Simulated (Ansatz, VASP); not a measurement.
## Ge (Germanium) in two plane-wave programs

Wanted: the spread between two codes on one cell, functional and k mesh. The cell is taken from a series of runs on this material, whose earlier steps may have relaxed, scaled, displaced or heated it; both programs get it as it stands.

Method: plane waves, with VASP 6.6.1 beside it; zone-centre phonons at PBEsol, in Ansatz 0.2.0.

## (1) The structure

It takes space group I4_1/amd (No. 141, tetragonal). The conventional cell has a = 4.094 Å, b = 4.094 Å, c = 5.588 Å, α = 90.00°, β = 90.00°, γ = 90.00°. Nearest to Ge lie 4 Ge at 2.48 Å.

## (2) Ansatz: zone-centre phonons, PBEsol

Ansatz runs on its PAW soft_1 files.

Second derivatives magnify differences that forces hide, and they need a tight electronic threshold.

The input, input.yaml:

```yaml
crystal:
  lattice:
    - [0.0, 2.8946202338, 2.794132541]
    - [2.8946202338, 0.0, 2.794132541]
    - [2.8946202338, 2.8946202338, 0.0]
  atoms:
    - { symbol: Ge, position: [0.5, 0.5, 0.5] }
    - { symbol: Ge, position: [0.75, 0.75, 0.75] }
kpoints:
  mp_grid: { grid: [16, 16, 16] }
hamiltonian:
  xc: pbesol
  pseudopotentials: { kind: paw, azcp: { folder: soft_1 }, xc_functional: pbe }
scf:
  occupations: { method: methfessel_paxton, width: 0.2 }
output:
  eigenvalues: true
phonons:
  method: dfpt
```

Run with:

```console
$ ansatz run input.yaml --threads 4 --pin off --max-ram 10240MiB --backend cpu --events-out ev --progress --plain --runs-dir out
```

Numbers of over 12 decimals in the logs are rounded to 6 here.

Log:

```text
zone centre: on kpoints.mp_grid the ground state, and the responses unless they are solved on pairs of k-points, stand on 621 of the mesh's 4096 k-points, reduced under 4 symmetry operations, with k and −k counted as one. Each operation leaves every solved displacement unchanged or reverses it
Engine: ansatz 0.2.0, aarch64-unknown-linux-gnu
Pseudopotentials: kind: paw
Pseudopotential: Ge, paw, valence charge 14, recommended cutoff 420 eV (normal), soft_1/Ge.paw.azcp
Functional definition: PBEsol
  exchange = pbesol_x
  correlation = pbesol_c
Crystal: 2 atoms, lattice volume = 46.823 Å³
Basis set: ecut = 420 eV, 925 PW (Γ), exchange–correlation on 64×64×64 points (8 copies of the dense FFT grid, shifted against one another)
Bands: 18, of which v1, the nominal top of the filled ones, is band 14 counted from 1 (13 counted from 0)
Symmetry: 16 space group operations
k-points: 621 of 4096 (irreducible under 4 space group operations, time reversal used)
Non-local potential: Ge, projectors of the file, l = 0: 2, l = 1: 2, l = 2: 3, l = 3: 1
PAW form: soft (Blöchl's): semilocal exchange-correlation on the pseudo side does not see the compensation charge
PAW frozen core: Ge, regenerated for the run's functional, and the local potential with it (the file was generated under x = pbe(κ = 0.804, μ = 0.219515), c = pbe(β = 0.066725))
PAW one-centre angular grid: Ge, 590 points (default); XC on 64 Gauss nodes
Initial density: superposition of atomic densities (chi_scale 0.1, normalization cell)
Initial wavefunctions: pseudopotential atomic-orbital guess
Functional: x = pbesol(κ = 0.804, μ = 0.123457), c = pbesol(β = 0.046)
SCF iter   1: F=—  HF=-8507.059778 eV  |F-HF|=—  |Δ(HF+E_count)|=         —  Δρ=3.37e-2  dr2=4.24e-1  ethr=3.10e-3  ⟨swp⟩=5.1  Hψ=49643  notcnv=0
preconditioner: auto → Kerker (q_TF=auto, 2.504 Å⁻¹)  [metal: Δε(μ)=0.086 eV  Ē_g=23.135 eV  σ=0.200 eV  W_gap=0.35  n_scr=14 (ndim 8)  ℏωp=28.7 eV  f_vac=0.000  D(μ)=0.05/eV (n_scr^D=0)]
SCF iter   2: F=—  HF=-8507.034295 eV  |F-HF|=—  |Δ(HF+E_count)|=   2.55e-2  S|Δr|=    0.00e0  Δρ=2.20e-2  dr2=2.12e-1  ethr=1.51e-3  ⟨swp⟩=1.0  Hψ=16146  notcnv=0
SCF iter   3: F=—  HF=-8506.993106 eV  |F-HF|=—  |Δ(HF+E_count)|=   4.12e-2  S|Δr|=    0.00e0  Δρ=3.66e-3  dr2=1.16e-2  ethr=7.56e-4  ⟨swp⟩=1.0  Hψ=11202  notcnv=0
SCF iter   4: F=—  HF=-8506.992808 eV  |F-HF|=—  |Δ(HF+E_count)|=   2.99e-4  S|Δr|=    0.00e0  Δρ=2.49e-3  dr2=4.23e-3  ethr=4.14e-5  ⟨swp⟩=2.0  Hψ=19379  notcnv=0
SCF iter   5: F=—  HF=-8506.993680 eV  |F-HF|=—  |Δ(HF+E_count)|=   8.72e-4  S|Δr|=    0.00e0  Δρ=5.89e-4  dr2=1.91e-4  ethr=1.51e-5  ⟨swp⟩=2.0  Hψ=19874  notcnv=0
SCF iter   6: F=—  HF=-8506.993819 eV  |F-HF|=—  |Δ(HF+E_count)|=   1.39e-4  S|Δr|=    0.00e0  Δρ=1.14e-4  dr2=4.57e-6  ethr=6.82e-7  ⟨swp⟩=2.0  Hψ=19897  notcnv=0
SCF iter   7: F=—  HF=-8506.993834 eV  |F-HF|=—  |Δ(HF+E_count)|=   1.53e-5  S|Δr|=    0.00e0  Δρ=2.36e-5  dr2=1.77e-7  ethr=1.63e-8  ⟨swp⟩=2.0  Hψ=19897  notcnv=0
SCF iter   8: F=—  HF=-8506.993834 eV  |F-HF|=—  |Δ(HF+E_count)|=   1.21e-7  S|Δr|=    0.00e0  Δρ=3.67e-6  dr2=4.28e-9  ethr=6.34e-10  ⟨swp⟩=2.0  Hψ=19899  notcnv=0
SCF iter   9: F=—  HF=-8506.993834 eV  |F-HF|=—  |Δ(HF+E_count)|=   1.90e-8  S|Δr|=    0.00e0  Δρ=7.52e-7  dr2=1.87e-10  ethr=1.53e-11  ⟨swp⟩=3.0  Hψ=19660  notcnv=0
SCF iter  10: F=-8506.993834 eV  HF=-8506.993834 eV  |F-HF|=1.09e-11  |Δ(HF+E_count)|=  8.26e-10  S|Δr|=    0.00e0  Δρ=1.13e-7  dr2=4.36e-12  ethr=1.00e-12  ⟨swp⟩=4.0  Hψ=52110  notcnv=0
SCF 1 converged in 10 iterations: F = -8506.993834 eV  dr2 = 4.36e-12
  greatest PAW one-centre occupation: 0.998 electrons in one spin orbital (limit 2), on the Ge atom at site 1 (counted from 0), in its partial waves of l = 2
DFPT response loops at Γ: preconditioner auto → Kerker (q_TF=auto, 2.504 Å⁻¹) (partly filled bands, converged f_vac=0.068); β = 1.00, the filter's whole step (`scf.mixing.beta` (0.50) is not read by the response loops under this deck's `scf.mixing.preconditioner`; to damp them name `kerker` or `kerker_dos`, under which they read `scf.mixing.beta`, and type it under 1.00, their step now; both keys bind the ground state too); Broyden in place of MSR1
SCF converged after 10 iterations
Stability not checked: this state was not tested for a lower state beside it, because cold or Methfessel-Paxton smearing, or corrected tetrahedra, fill the levels in a way that the test cannot read (fill_not_monotonic; see scf.lower_state_search)
Free energy (F): -8506.993834 eV
Harris-Foulkes:  -8506.993834 eV  (|F-HF|=1.09e-11)
Internal energy: -8506.993875 eV  (E = F + TS)
E sigma→0 (E₀):  -8506.993845 eV
Entropy (-TS):   0.000041 eV (0.020 meV/atom)
Fermi energy:    7.974828 eV
Step filling:    the computed levels leave a gap of 0.0076 eV = 0.0 smearing widths at the electron count; against every level under it full and every level over it empty, smearing changes F+E_penalty+E_count by -0.089 meV and its σ→0 estimate by -0.100 meV
--- Per-component energies (eV) ---
  E_band       = -314.330748
  E_kinetic    = 184.926909
  E_local      = -4551.119224  (includes V_loc(G=0)·N_el)
  E_nonlocal   = 438.344840
  E_hartree    = 2163.003931
  E_xc         = -141.825719
  E_vxc        = -129.834500  (∫ρ·V_xc dr)
  E_paw        = -3944.407238  (= ΣΔE_a)
  E_vpaw       = -582.656717  (= ΣTr[D̂ρ^β])
  E_aug_tail   = 0.000034  (compensation charges beyond the density's cutoff)
  E_ewald      = -2657.753282
  E_core_change = 1.835876  (= ΣΔE_core)
  E_smearing   = 0.000041  (= −TS)
  E_closure    = 0.000000  (closes the sum)
  Σ components = -8506.993834   (vs F -8506.993834, Δ=0.00e0)
--- Band table (eV; the first three rows and the last of 621) ---
  k-point 0: bands = [... 10 lower, -4.5654, 7.6461, 7.8880, 7.8880, 8.1448, 10.3784, 10.5474, 10.5474]
  k-point 1: bands = [... 10 lower, -4.5190, 6.7055, 7.7915, 7.9634, 8.6127, 10.5050, 10.6701, 10.7279]
  k-point 2: bands = [... 10 lower, -4.3808, 5.5431, 7.5567, 7.7473, 8.8213, 10.8445, 10.9652, 11.3504]
  k-point 620: bands = [... 10 lower, -0.6931, -0.6931, 4.8462, 4.8462, 8.5015, 8.5015, 17.1936, 17.1936]
--- Phonons (Γ-DFPT): 2 representative perturbations + reference, on 621 of 4096 k-points (Σ response iterations 6) ---
  k mesh reduced under 4 symmetry operations, with k and −k counted as one. Each operation leaves every solved displacement unchanged or reverses it
  ASR residual: 1.938e-5 → 0.000e0 eV/Å²; symmetrization residual: 1.013e-12 eV/Å²
  ASR residual per site (eV/Å²): 1.94e-5 1.94e-5
  Γ frequencies (cm⁻¹): 0.00 0.00 0.00 273.46 273.46 276.02
  non-analytic LO–TO correction: not included (Born effective charges unavailable; polar crystals: no LO–TO splitting at Γ)
```

Reading the cycles: dr2 is the Hartree energy of the density residual (eV), the measure of convergence; HF is the Harris–Foulkes estimate of the energy, which meets the free energy F at convergence.

## (3) VASP: zone-centre phonons, PBEsol

The same cell, functional, mesh and smearing now go to VASP, with its own data sets.

Lines of VASP's logs that name or quote its potential files are left out, and so is its time.

The input, INCAR:

```
SYSTEM = Ge
PREC = Accurate
ENCUT = 500
EDIFF = 1E-08
NELM = 120
ISMEAR = 1
SIGMA = 0.2
LREAL = .FALSE.
ALGO = Normal
GGA = PS
NBANDS = 20
LORBIT = 11
LWAVE = .FALSE.
LCHARG = .FALSE.
ISIF = 2
IBRION = 8
LASPH = .TRUE.
GGA_COMPAT = .FALSE.
KPAR = 2
```

The input, POSCAR:

```
Ge
1.0
    0.0000000000      2.8946202338      2.7941325410
    2.8946202338      0.0000000000      2.7941325410
    2.8946202338      2.8946202338      0.0000000000
Ge
2
Direct
    0.5000000000      0.5000000000      0.5000000000
    0.7500000000      0.7500000000      0.7500000000
```

The input, KPOINTS:

```
Automatic mesh
0
Gamma
16 16 16
0 0 0
```

Potentials, in the order of the species: Ge_d (PBE family, release 64).

Run with:

```console
$ mpirun -np 2 vasp_std
```

Log:

```text
[banner, memory and clock lines left out]
running    2 mpi-ranks, on    1 nodes
 distrk:  each k-point on    1 cores,    2 groups
 distr:  one band on    1 cores,    1 groups

 POSCAR found type information on POSCAR Ge
 POSCAR found :  1 types and       2 ions
|                                                                             |
|               ----> ADVICE to this user running VASP <----                  |
|                                                                             |
|     You enforced a specific xc type in the INCAR file but a different       |
|     [... a line on the potential file left out ...]
|     I HOPE YOU KNOW WHAT YOU ARE DOING!                                     |
|                                                                             |

 LDA part: xc-table for (Slater+PW92), standard interpolation
 POSCAR, INCAR and KPOINTS ok, starting setup
 FFT: planning ... GRIDC
 FFT: planning ... GRID_SOFT
 FFT: planning ... GRID
 WAVECAR not read
 entering main loop
       N       E                     dE             d eps       ncg     rms          rms(c)
DAV:   1     0.182429534184E+03    0.18243E+03   -0.14642E+04 15084   0.369E+03
DAV:   2     0.158796417797E+02   -0.16655E+03   -0.16208E+03 14008   0.587E+02
DAV:   3    -0.916441682774E+01   -0.25044E+02   -0.24864E+02 15760   0.145E+02
DAV:   4    -0.998433602054E+01   -0.81992E+00   -0.81929E+00 15720   0.308E+01
DAV:   5    -0.999813047812E+01   -0.13794E-01   -0.13794E-01 15708   0.438E+00    0.311E+00
DAV:   6    -0.990461576109E+01    0.93515E-01   -0.34907E-02 18588   0.241E+00    0.177E+00
DAV:   7    -0.985971112822E+01    0.44905E-01   -0.55778E-02 14876   0.251E+00    0.153E-01
DAV:   8    -0.986064473684E+01   -0.93361E-03   -0.66233E-03 15756   0.120E+00    0.507E-02
DAV:   9    -0.986075428748E+01   -0.10955E-03   -0.23791E-04 15808   0.218E-01    0.115E-02
DAV:  10    -0.986077106610E+01   -0.16779E-04   -0.22645E-05 18176   0.403E-02    0.528E-03
DAV:  11    -0.986077215748E+01   -0.10914E-05   -0.51325E-06 18848   0.369E-02    0.146E-03
DAV:  12    -0.986077175067E+01    0.40681E-06   -0.94952E-07 18544   0.194E-02    0.265E-04
DAV:  13    -0.986077172877E+01    0.21901E-07   -0.18698E-08 12996   0.149E-03    0.125E-04
DAV:  14    -0.986077171150E+01    0.17271E-07   -0.43771E-09  9184   0.127E-03    0.289E-05
DAV:  15    -0.986077171283E+01   -0.13315E-08   -0.84409E-10  8044   0.449E-04
   1 F= -.98607717E+01 E0= -.98607869E+01  d E =0.455027E-04
 Linear response reoptimize wavefunctions to high precision
DAV:   1    -0.986077171473E+01   -0.19008E-08   -0.28219E-10  8444   0.257E-04
DAV:   2    -0.986077171474E+01   -0.14552E-10   -0.89281E-11  7872   0.123E-04
 Linear response DOF=           2
 Linear response progress:
  Degree of freedom:   1/  2
       N       E                     dE             d eps       ncg     rms          rms(c)
RMM:   1    -0.186998766213E+00   -0.18700E+00    0.81394E+00 53953   0.443E+01
RMM:   2    -0.194119036315E+00   -0.71203E-02   -0.12453E-02 70765   0.104E+00    0.722E-02
RMM:   3    -0.194142806015E+00   -0.23770E-04   -0.92543E-04 75351   0.314E-01    0.417E-02
RMM:   4    -0.194042666273E+00    0.10014E-03   -0.55442E-05 80148   0.784E-02    0.438E-03
RMM:   5    -0.194042724488E+00   -0.58214E-07   -0.43081E-06 77527   0.177E-02    0.228E-03
RMM:   6    -0.194047835219E+00   -0.51107E-05   -0.28619E-07 78304   0.484E-03    0.283E-04
RMM:   7    -0.194046825057E+00    0.10102E-05   -0.25755E-07 80976   0.156E-03    0.174E-04
RMM:   8    -0.194045576839E+00    0.12482E-05   -0.11913E-07 81673   0.579E-04    0.390E-05
RMM:   9    -0.194045554370E+00    0.22469E-07   -0.76287E-08 82560   0.235E-04    0.195E-05
RMM:  10    -0.194045721501E+00   -0.16713E-06   -0.49874E-08 83036   0.102E-04    0.589E-06
RMM:  11    -0.194045759990E+00   -0.38489E-07   -0.33561E-08 85174   0.532E-05    0.271E-06
RMM:  12    -0.194045780424E+00   -0.20434E-07   -0.24536E-08 82813   0.325E-05    0.141E-06
RMM:  13    -0.194045790757E+00   -0.10333E-07   -0.63427E-09 72299   0.234E-05    0.339E-07
RMM:  14    -0.194045792450E+00   -0.16935E-08   -0.32939E-09 60697   0.190E-05    0.135E-07
 first order change of Fermi-energy   0.13585E-04
 force on displaced ion       1 direction 1 :  -9.983   0.000   0.000
 Linear response progress:
  Degree of freedom:   2/  2
       N       E                     dE             d eps       ncg     rms          rms(c)
RMM:   1    -0.186655573877E+00   -0.18666E+00    0.83297E+00 30379   0.448E+01
RMM:   2    -0.193799869651E+00   -0.71443E-02   -0.12858E-02 40435   0.105E+00    0.693E-02
RMM:   3    -0.193791944822E+00    0.79248E-05   -0.86451E-04 42547   0.303E-01    0.400E-02
RMM:   4    -0.193678023647E+00    0.11392E-03   -0.60108E-05 45435   0.788E-02    0.466E-03
RMM:   5    -0.193678408970E+00   -0.38532E-06   -0.32053E-06 43915   0.174E-02    0.222E-03
RMM:   6    -0.193684898878E+00   -0.64899E-05   -0.24074E-07 44674   0.491E-03    0.328E-04
RMM:   7    -0.193684110060E+00    0.78882E-06    0.76993E-08 45526   0.152E-03    0.195E-04
RMM:   8    -0.193683318546E+00    0.79151E-06    0.53551E-08 46487   0.548E-04    0.431E-05
RMM:   9    -0.193683220476E+00    0.98070E-07    0.36111E-08 46249   0.227E-04    0.177E-05
RMM:  10    -0.193683364617E+00   -0.14414E-06    0.15720E-08 46700   0.985E-05    0.552E-06
RMM:  11    -0.193683400132E+00   -0.35515E-07   -0.97387E-10 46753   0.512E-05    0.239E-06
RMM:  12    -0.193683418439E+00   -0.18308E-07   -0.28452E-09 46290   0.309E-05    0.174E-06
RMM:  13    -0.193683432971E+00   -0.14532E-07   -0.19540E-09 42764   0.221E-05    0.535E-07
RMM:  14    -0.193683439138E+00   -0.61666E-08    0.99080E-10 38796   0.179E-05    0.669E-08
 first order change of Fermi-energy   0.36334E-03
 force on displaced ion       1 direction 3 :  -0.000  -0.000 -10.197
 Linear response finished
```

Parts of OUTCAR (step 3):

```text
ion  position               nearest neighbor table
   1  0.500  0.500  0.500-   2 2.48   2 2.48   2 2.48   2 2.48
   2  0.750  0.750  0.750-   1 2.48   1 2.48   1 2.48   1 2.48

  LATTYP: Found a body centered tetragonal cell.
 ALAT       =     4.0936111926
 C/A-ratio  =     1.3651186737

 Subroutine GETGRP returns: Found 16 space group operations
 (whereof  8 operations were pure point group operations)

The static configuration has the point symmetry D_2d.
 The point group associated with its full space group is D_4h.

 Found    349 irreducible k-points:

   k-points           NKPTS =    349   k-points in BZ     NKDIM =    349   number of bands    NBANDS=     20

   dimension x,y,z NGX =    30 NGY =   30 NGZ =   30
   dimension x,y,z NGXF=    60 NGYF=   60 NGZF=   60

   ENCUT  =  500.0 eV  36.75 Ry    6.06 a.u.   7.34  7.34  7.46*2*pi/ulx,y,z

   NELECT =      28.0000    total number of electrons

 k-points in reciprocal lattice and weights: Automatic mesh
   0.00000000  0.00000000  0.00000000       0.000
   0.06250000  0.00000000  0.00000000       0.002
   0.12500000  0.00000000  0.00000000       0.002
   0.18750000 -0.00000000  0.00000000       0.002
   0.25000000  0.00000000  0.00000000       0.002
   0.31250000 -0.00000000  0.00000000       0.002
   0.37500000 -0.00000000  0.00000000       0.002
   0.43750000  0.00000000  0.00000000       0.002
   0.50000000  0.00000000  0.00000000       0.001
[...]
-0.31250000  0.18750000  0.50000000       0.001
  -0.25000000  0.25000000  0.50000000       0.000

 average (electrostatic) potential at core
       1 -74.4563       2 -74.4563

  Total       -0.7083861     -0.7083861     -0.0389443      0.0000000     -0.0000000     -0.0000000
  in kB      -24.2393214    -24.2393214     -1.3325844      0.0000000     -0.0000000     -0.0000000
  external PRESSURE =     -16.6037424 kB  Pullay stress =       0.0000000 kB

  energy-cutoff  :      500.00
  volume of cell :       46.82
      direct lattice vectors                 reciprocal lattice vectors
     0.000000000  2.894620234  2.794132541    -0.172734231  0.172734231  0.178946415
     2.894620234  0.000000000  2.794132541     0.172734231 -0.172734231  0.178946415
     2.894620234  2.894620234  0.000000000     0.172734231  0.172734231 -0.178946415

 POSITION                                       TOTAL-FORCE (eV/Angst)
 -----------------------------------------------------------------------------------
      2.89462      2.89462      2.79413         0.000000     -0.000000      0.000000
      4.34193      4.34193      4.19120        -0.000000      0.000000     -0.000000
 -----------------------------------------------------------------------------------
    total drift:                                0.000000     -0.000000     -0.000000

 Eigenvectors and eigenvalues of the dynamical matrix
 ----------------------------------------------------

   1 f  =    8.285261 THz    52.057833 2PiTHz  276.366575 cm-1    34.265073 meV
             X         Y         Z           dx          dy          dz
      2.894620  2.894620  2.794133     0.000000    0.000000   -0.707107
      4.341930  4.341930  4.191199     0.000000    0.000000    0.707107

   2 f  =    8.197903 THz    51.508945 2PiTHz  273.452619 cm-1    33.903789 meV
             X         Y         Z           dx          dy          dz
      2.894620  2.894620  2.794133    -0.707107    0.000000    0.000000
      4.341930  4.341930  4.191199     0.707107    0.000000    0.000000

   3 f  =    8.197903 THz    51.508945 2PiTHz  273.452619 cm-1    33.903789 meV
             X         Y         Z           dx          dy          dz
      2.894620  2.894620  2.794133     0.000000   -0.707107    0.000000
      4.341930  4.341930  4.191199     0.000000    0.707107    0.000000

   4 f  =    0.000000 THz     0.000000 2PiTHz    0.000000 cm-1     0.000000 meV
             X         Y         Z           dx          dy          dz
      2.894620  2.894620  2.794133     0.707107    0.000000    0.000000
      4.341930  4.341930  4.191199     0.707107    0.000000    0.000000

   5 f  =    0.000000 THz     0.000000 2PiTHz    0.000000 cm-1     0.000000 meV
             X         Y         Z           dx          dy          dz
      2.894620  2.894620  2.794133     0.000000    0.707107    0.000000
      4.341930  4.341930  4.191199     0.000000    0.707107    0.000000

   6 f  =    0.000000 THz     0.000000 2PiTHz    0.000000 cm-1     0.000000 meV
             X         Y         Z           dx          dy          dz
      2.894620  2.894620  2.794133     0.000000    0.000000    0.707107
      4.341930  4.341930  4.191199     0.000000    0.000000    0.707107

 ELASTIC MODULI CONTR FROM IONIC RELAXATION (kBar)
 Direction    XX          YY          ZZ          XY          YZ          ZX
 --------------------------------------------------------------------------------
 XX           0.0000      0.0000      0.0000      0.0000      0.0000      0.0000
 YY           0.0000      0.0000      0.0000      0.0000      0.0000      0.0000
 ZZ           0.0000      0.0000      0.0000      0.0000      0.0000      0.0000
 XY           0.0000      0.0000      0.0000   -184.0204      0.0000      0.0000
 YZ           0.0000      0.0000      0.0000      0.0000   -184.8900      0.0000
 ZX           0.0000      0.0000      0.0000      0.0000      0.0000   -159.0520
 --------------------------------------------------------------------------------
```

## (4) Comparison

Known differences besides the potentials themselves: the cutoff is 420 eV in Ansatz and 500 eV in VASP; Ansatz makes its cores anew for this functional, VASP keeps those of its PBE data sets. Total energies have different zeros and are not compared.

The two programs side by side:

```tsv
quantity	Ansatz	VASP	difference
optical mode 1 to 2 (cm⁻¹)	273.5	273.5	+0.00 %
optical mode 3 (cm⁻¹)	276.0	276.4	-0.13 %
```

Modes are paired by rising frequency, not by their patterns, so a pair may set unlike modes beside each other; they are those without the splitting of longitudinal modes.

## (5) What came out

```yaml
r_m_s_difference_of_the_optical_zone_centre_modes_each_program_s_sorted_by_frequency_zone_centre_phonons_pbesol: 0.20 cm⁻¹
```

**Reading.** The r.m.s. difference of the optical zone-centre modes, each program's sorted by frequency is 0.20 cm⁻¹ (zone-centre phonons, PBEsol). How closely two codes agree says nothing of how well the functional describes the real material.

[Lines on the potential files, build, host, timing and source positions are cut from VASP's logs without a mark.]

[Logs are printed without paths, hosts, clocks, repeated set-up lines and the standing remarks that a program may print on its own settings, such as how far it seeks lower states.]

[Hosts, paths, dates, database ids (printed as entryN), source tags and the programs' standing remarks are cut or masked in the printed files.]
